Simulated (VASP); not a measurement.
Set up this calculation in VASP 6.6.1, as the native input.

| Quantity | Value |
| --- | --- |
| Task | single point |
| Functional | LDA |
| Potentials or basis | VASP PAW LDA potentials, release 64 (K_sv) |
| Cutoff | 520 eV |
| k mesh | 8 × 8 × 2 |
| Occupations | fermi-dirac, width 0.1 eV |
| Spin | no spin polarisation |
| Dipole correction | no |
| Further INCAR settings | ALGO = Normal; EDIFF = 1e-06; NBANDS = 26 |

The structure of K lies in POSCAR:

```
K
1.0
    4.5079154185      0.0000000000      0.0000000000
   -2.2539577092      3.9039692705      0.0000000000
    0.0000000000      0.0000000000     14.6922968547
K
4
Direct
    1.0000000000      1.0000000000      1.0000000000
    1.0000000000      1.0000000000      0.5000000000
    0.3333333333      0.6666666667      0.2500000000
    0.6666666667      0.3333333333      0.7500000000
```

The cell was built by a generator and needn't be a form met in nature.

The input as run:

INCAR

```
SYSTEM = K
  PREC = Accurate
  ENCUT = 520
  EDIFF = 1E-6
  ISMEAR = -1
  SIGMA = 0.1
  LREAL = .False.
  LASPH = .True.
  NELM = 80
  ALGO = Normal
  ISIF = 2
  LWAVE = .False.
  LCHARG = .True.
  GGA = CA
  LELF = .True.
  LVHAR = .True.
  NBANDS = 26
```

KPOINTS

```
Automatic mesh
0
Gamma
  8 8 2
  0 0 0
```

Potentials or basis: VASP PAW LDA potentials, release 64 (K_sv).

The run is started by

```sh
$ cat potpaw_LDA.64/K_sv/POTCAR > POTCAR
$ mpirun -np 1 vasp_std > vasp.out
```

It gave:

```json
{
 "Pressure": "0.0 GPa",
 "Band gap on the k mesh": "none (metal or under the smearing width)"
}
```

It took 60 s on 1 thread of Intel(R) Xeon(R) 6975P-C (Granite Rapids), with other jobs on the host, peak memory 0.33 GiB.
